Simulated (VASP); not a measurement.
Shape and ions are relaxed at each volume.

Given:

```
CELL_PARAMETERS angstrom
      1.94526    -3.36929     0.00000
      1.94526     3.36929     0.00000
      0.00000     0.00000    12.50200
ATOMIC_POSITIONS crystal
  La 0.00000 0.00000 0.50000
  La 0.00000 0.00000 0.00000
  La 0.33333 0.66667 0.25000
  La 0.66667 0.33333 0.75000
```

Method: vdW-DF2, VASP's PBE PAW potentials (set 64) (plane waves; VASP). Run with 520 eV cut-off, 9×9×3 Γ-centred mesh, first-order Methfessel-Paxton smearing of 0.10 eV, potentials La.

Task: Give the energy at these volumes per atom, relative to the lowest: 38.51, 39.74, 40.97, 42.20, 43.42 Å³.

Result: 13.9, 3.4, 0.0, 3.1, 11.5 meV/atom. A third-order Birch-Murnaghan fit gives B0 = 27.3 GPa and B0′ = 3.5.

Measured: bulk modulus 27.9 GPa (computed value off by -2.2 %), as given by Wikipedia, Lanthanum (infobox). The calculation is for a static lattice, while the measured bulk modulus holds thermal and zero-point effects, which are part of the difference.

The compound is La in the dhcp structure. It was relaxed first, which changed the volume by +9 %.
